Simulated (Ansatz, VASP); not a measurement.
**One calculation of SiGe4W, two programs**

Contents of INCAR:

```
SYSTEM = SiGe4W
PREC = Accurate
ENCUT = 520
EDIFF = 1E-6
ISMEAR = 0
SIGMA = 0.1
LREAL = .False.
LASPH = .True.
NELM = 60
ALGO = Normal
ISIF = 2
LWAVE = .False.
LCHARG = .False.
GGA = PE
NBANDS = 46
```

Contents of KPOINTS:

```
regular mesh
0
Gamma
  6 6 2
  0 0 0
```

The input POSCAR:

```
SiGe4W
1.0
    2.9710345900      0.0000000000      0.0000000000
    0.0000000000      2.9710345900      0.0000000000
    0.0000000000      0.0000000000     11.1957834300
Si Ge W
1 4 1
Direct
    0.0000000000      0.0000000000      0.5000000000
    0.5000000000      0.5000000000      0.3645260000
    0.5000000000      0.5000000000      0.8643389900
    0.5000000000      0.5000000000      0.1356610100
    0.5000000000      0.5000000000      0.6354740000
    0.0000000000      0.0000000000      0.0000000000
```

Input for Ansatz:

```yaml
crystal:
  lattice:
    - [2.97103459, 0.0, 0.0]
    - [0.0, 2.97103459, 0.0]
    - [0.0, 0.0, 11.19578343]
  atoms:
    - { symbol: Si, position: [0.0, 0.0, 0.5] }
    - { symbol: Ge, position: [0.5, 0.5, 0.364526] }
    - { symbol: Ge, position: [0.5, 0.5, 0.86433899] }
    - { symbol: Ge, position: [0.5, 0.5, 0.13566101] }
    - { symbol: Ge, position: [0.5, 0.5, 0.635474] }
    - { symbol: W, position: [0.0, 0.0, 0.0] }
basis:
  ecutwfc: 420
kpoints:
  mp_grid: { grid: [6, 6, 2] }
hamiltonian:
  xc: pbe
scf:
  occupations: { method: gaussian, width: 0.1 }
  lower_state_search: "off"
output:
  forces: true
  stress: true
  eigenvalues: true
```

Change from the starting cell: species swapped into the MnFeSi4 type (P4/mmm, No. 123).

Alike in both runs: task single point; functional PBE; k mesh 6 × 6 × 2; occupations gaussian, width 0.1 eV; no spin polarisation.

|  | VASP | Ansatz |
| --- | --- | --- |
| version | VASP 6.6.1 | Ansatz 0.2.0 |
| potentials or method | VASP PAW PBE potentials, release 64 (Si, Ge_d, W_sv) | scalar-relativistic, plane waves, PAW |
| plane-wave cutoff (eV) | 520 | 420 |
| valence electrons in the cell | 74 | 74 |

Ansatz gave:

- gap on the k mesh at the Fermi level (eV): none
- pressure (GPa): 15.7
- largest component of the traceless stress (GPa): 5.99
- rms of the force components (eV/Å): 0.366

**Question.** Estimate VASP's values.

**Answer.** gap on the k mesh at the Fermi level (eV): none; pressure (GPa): 15.9; largest component of the traceless stress (GPa): 6.01; rms of the force components (eV/Å): 0.371.

Atom by atom the forces differ by 0.010 eV/Å (rms over components). A gap of «none» marks a metal or a gap that the smearing closes. With one functional, cell and mesh, what is left measures potentials, basis and numerics.

Caveats: so large a pressure means that the cell lies far from this level's equilibrium, or that cutoff or potentials fall short (VASP). The runs have no spin-orbit coupling, so splittings on W are missing.
